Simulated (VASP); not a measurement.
All values below come from LDA (Ceperley-Alder, Perdew-Zunger), VASP's LDA PAW potentials (set 64) (plane waves; VASP).

VASP ran on this input.

**KPOINTS**
```
K-points
0
G
  6 6 6
```

INCAR:
```
ALGO=Normal
EDIFF=1E-6
EDIFFG=-0.02
ENCUT=500
IBRION=2
ISIF=3
ISMEAR=1
LASPH=.TRUE.
LCHARG=.FALSE.
LMAXMIX=4
LREAL=.FALSE.
LWAVE=.FALSE.
NELM=100
NSW=40
PREC=Accurate
PSTRESS=300
SIGMA=0.1
SYSTEM=CsPbBr3
```

**POSCAR**
```
CsPbBr3
1
    5.1427946974     0.0000000000     0.0000000000
    0.0000000000     5.1427946974     0.0000000000
    0.0000000000     0.0000000000     5.1427946974
Cs Pb Br
1 1 3
Direct
  0.0000000000   0.0000000000   0.0000000000
  0.5000000000   0.5000000000   0.5000000000
  0.5000000000   0.0000000000   0.5000000000
  0.0000000000   0.5000000000   0.5000000000
  0.5000000000   0.5000000000   0.0000000000
```

POTCAR, in this order: Cs_sv Pb_d Br (LDA.64 set). Program: vasp_std.

Output of the run:

OSZICAR:
```
       N       E                     dE             d eps       ncg     rms          rms(c)
DAV:   1     0.424142670438E+03    0.42414E+03   -0.19835E+04  1040   0.159E+03
DAV:   2     0.338693521686E+02   -0.39027E+03   -0.38096E+03  1224   0.374E+02
DAV:   3    -0.136728516815E+02   -0.47542E+02   -0.46905E+02  1290   0.133E+02
DAV:   4    -0.155331466025E+02   -0.18603E+01   -0.18543E+01  1294   0.293E+01
DAV:   5    -0.155875263876E+02   -0.54380E-01   -0.54222E-01  1418   0.474E+00    0.118E+01
DAV:   6    -0.153441703566E+02    0.24336E+00   -0.43266E-01  1458   0.635E+00    0.713E+00
DAV:   7    -0.153121726433E+02    0.31998E-01   -0.41993E-01  1586   0.443E+00    0.704E-01
DAV:   8    -0.153044966210E+02    0.76760E-02   -0.83237E-02  1526   0.283E+00    0.267E-01
DAV:   9    -0.153043227952E+02    0.17383E-03   -0.49854E-03  1622   0.774E-01    0.550E-02
DAV:  10    -0.153043142483E+02    0.85469E-05   -0.32652E-04  1560   0.148E-01    0.158E-02
DAV:  11    -0.153043216514E+02   -0.74031E-05   -0.49130E-05  1684   0.486E-02    0.198E-02
DAV:  12    -0.153043184544E+02    0.31970E-05   -0.97292E-06  1442   0.259E-02    0.440E-03
DAV:  13    -0.153043182310E+02    0.22338E-06   -0.23288E-06   978   0.148E-02
   1 F= 0.10164467E+02 E0= 0.10164479E+02  d E =0.101645E+02
       N       E                     dE             d eps       ncg     rms          rms(c)
DAV:   1    -0.300361479428E+02   -0.14732E+02   -0.52629E+02  1460   0.272E+02    0.361E+01
DAV:   2    -0.111200741858E+02    0.18916E+02   -0.45481E+01  1258   0.168E+02    0.963E+00
DAV:   3    -0.826839528293E+01    0.28517E+01   -0.11137E+01  1600   0.403E+01    0.430E+00
DAV:   4    -0.813124854157E+01    0.13715E+00   -0.75147E-01  1226   0.579E+00    0.167E+00
DAV:   5    -0.813267806882E+01   -0.14295E-02   -0.40761E-02  1492   0.225E+00    0.108E+00
DAV:   6    -0.813550815291E+01   -0.28301E-02   -0.78088E-03  1448   0.164E+00    0.106E-01
DAV:   7    -0.813561505894E+01   -0.10691E-03   -0.16600E-03  1624   0.473E-01    0.404E-02
DAV:   8    -0.813560515301E+01    0.99059E-05   -0.80489E-05  1544   0.104E-01    0.234E-02
DAV:   9    -0.813560457230E+01    0.58070E-06   -0.73952E-06  1538   0.486E-02
   2 F= 0.11531685E+02 E0= 0.11531707E+02  d E =0.136722E+01
       N       E                     dE             d eps       ncg     rms          rms(c)
DAV:   1    -0.223316090714E+02   -0.14196E+02   -0.28202E+02  1282   0.287E+02    0.179E+01
DAV:   2    -0.154672016934E+02    0.68644E+01   -0.19245E+01  1348   0.554E+01    0.624E+00
DAV:   3    -0.137262849495E+02    0.17409E+01   -0.64862E+00  1476   0.330E+01    0.284E+00
DAV:   4    -0.137205975186E+02    0.56874E-02   -0.27754E-01  1538   0.365E+00    0.328E+00
DAV:   5    -0.137046208001E+02    0.15977E-01   -0.20028E-02  1288   0.219E+00    0.673E-01
DAV:   6    -0.137013762445E+02    0.32446E-02   -0.14038E-02  1424   0.144E+00    0.431E-01
DAV:   7    -0.137013469021E+02    0.29342E-04   -0.36050E-04  1448   0.208E-01    0.416E-02
DAV:   8    -0.137013425806E+02    0.43215E-05   -0.54091E-05  1596   0.124E-01    0.477E-02
DAV:   9    -0.137013413049E+02    0.12756E-05   -0.98288E-06  1464   0.454E-02    0.485E-03
DAV:  10    -0.137013413413E+02   -0.36347E-07   -0.11780E-06   668   0.166E-02
   3 F= 0.97963553E+01 E0= 0.97963104E+01  d E =-.368112E+00
       N       E                     dE             d eps       ncg     rms          rms(c)
DAV:   1    -0.136288496374E+02    0.72492E-01   -0.91537E-02  1390   0.439E+00    0.333E-01
DAV:   2    -0.136262280548E+02    0.26216E-02   -0.57721E-03  1416   0.128E+00    0.115E-01
DAV:   3    -0.136256616448E+02    0.56641E-03   -0.20821E-03  1490   0.687E-01    0.422E-02
DAV:   4    -0.136256586231E+02    0.30217E-05   -0.77276E-05  1422   0.628E-02    0.416E-02
DAV:   5    -0.136256549686E+02    0.36545E-05   -0.87324E-06  1228   0.239E-02    0.449E-03
DAV:   6    -0.136256549374E+02    0.31232E-07   -0.78326E-07   618   0.716E-03
   4 F= 0.97956037E+01 E0= 0.97955209E+01  d E =-.368864E+00
```

File OUTCAR:
```
------------------------ aborting loop because EDIFF is reached ----------------------------------------
  FORCE on cell =-STRESS in cart. coord.  units (eV):
  Direction    XX          YY          ZZ          XY          YZ          ZX
  --------------------------------------------------------------------------------------
  Total       23.3667308     23.3667308     23.3667308     -0.0000000      0.0000000     -0.0000000
  in kB      299.3015605    299.3015605    299.3015605     -0.0000000      0.0000000     -0.0000000
  external PRESSURE =      -0.6984395 kB  Pullay stress =     300.0000000 kB
  volume of cell :      125.08
      direct lattice vectors                 reciprocal lattice vectors
     5.001111290 -0.000000000  0.000000000     0.199955558  0.000000000  0.000000000
     0.000000000  5.001111290 -0.000000000     0.000000000  0.199955558  0.000000000
    -0.000000000 -0.000000000  5.001111290    -0.000000000  0.000000000  0.199955558
 POSITION                                       TOTAL-FORCE (eV/Angst)
 -----------------------------------------------------------------------------------
      0.00000      0.00000      0.00000        -0.000000     -0.000000      0.000000
      2.50056      2.50056      2.50056         0.000000      0.000000      0.000000
      2.50056     -0.00000      2.50056        -0.000000     -0.000000      0.000000
     -0.00000      2.50056      2.50056        -0.000000     -0.000000      0.000000
      2.50056      2.50056      0.00000        -0.000000     -0.000000      0.000000
 -----------------------------------------------------------------------------------
    total drift:                                0.000000      0.000000     -0.000000
  FREE ENERGIE OF THE ION-ELECTRON SYSTEM (eV)
  ---------------------------------------------------
  free  energy   TOTEN  =       -13.6256549374 eV

  energy  without entropy=      -13.6259033852  energy(sigma->0) =      -13.62573775
  enthalpy is  TOTEN    =         9.7956036683 eV   P V=       23.4212586057

 reached required accuracy - stopping structural energy minimisation
```
(Selected blocks of OUTCAR.)

### CONTCAR
```
CsPbBr3
   1.00000000000000
     5.0011112897929308   -0.0000000000000000    0.0000000000000000
     0.0000000000000000    5.0011112897929308   -0.0000000000000000
    -0.0000000000000000   -0.0000000000000000    5.0011112897929308
  Cs              Pb              Br
     1     1     3
Direct
     0.0000000000000000    0.0000000000000000    0.0000000000000000
     0.5000000000000000    0.5000000000000000    0.5000000000000000
     0.5000000000000000    0.0000000000000000    0.5000000000000000
     0.0000000000000000    0.5000000000000000    0.5000000000000000
     0.5000000000000000    0.5000000000000000    0.0000000000000000
```

Energy and stress use the plane-wave basis of the starting cell.

The compound is CsPbBr3 in the cubic perovskite structure, the ideal cubic form; the compound distorts at low or room temperature. This run relaxes it under an external pressure of 30 GPa. Symmetry was kept, so distortions that lower it aren't found.
